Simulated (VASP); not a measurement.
VASP ran on this input.

File KPOINTS:
```
Automatic mesh
0
G
  8 8 8
```

### INCAR
```
SYSTEM=SnS
PREC=Accurate; ENCUT=400; LREAL=F
LASPH=T
EDIFF=1E-7; NELM=100; ALGO=Normal
LMAXMIX=4
ISMEAR=-5
GGA=PS
ISIF=2
LWAVE=F; LCHARG=T; LORBIT=11
NEDOS=601
```

POSCAR:
```
SnS
1
    0.0000000000     3.2089831074     3.2089831074
    3.2089831074     0.0000000000     3.2089831074
    3.2089831074     3.2089831074     0.0000000000
Sn S
1 1
Direct
  0.0000000000   0.0000000000   0.0000000000
  0.7500000000   0.7500000000   0.7500000000
```

POTCAR, in this order: Sn_d S (PBE.64 set). Program: vasp_std.

Question: Translate this PBEsol calculation to Ansatz.

Answer: One equivalent input (not run):
Ansatz 0.2 input:
```yaml
crystal:
  lattice:
    - [0.0000000, 3.2089831, 3.2089831]
    - [3.2089831, 0.0000000, 3.2089831]
    - [3.2089831, 3.2089831, 0.0000000]
  atoms:
    - { symbol: Sn, position: [0.0000000, 0.0000000, 0.0000000] }
    - { symbol: S, position: [0.7500000, 0.7500000, 0.7500000] }
kpoints:
  mp_grid: { grid: [8, 8, 8] }
hamiltonian:
  xc: pbesol
  pseudopotentials: { kind: paw }
scf:
  occupations: { method: tetrahedron }
  max_iter: 100
output: { forces: true, stress: true, eigenvalues: true }
```
The two are equivalent in intent, not identical: each code has its own PAW files, so the cut-off isn't converted (ENCUT is set for VASP's; basis.ecutwfc is left out, and Ansatz then takes the one that its files recommend); Ansatz stops its SCF on the density residual and VASP on the energy change (EDIFF).

The structure comes from a computed database's SnS entry (F-43m); how it stands against other phases isn't given here. It was relaxed first, which changed the volume by -5 %.
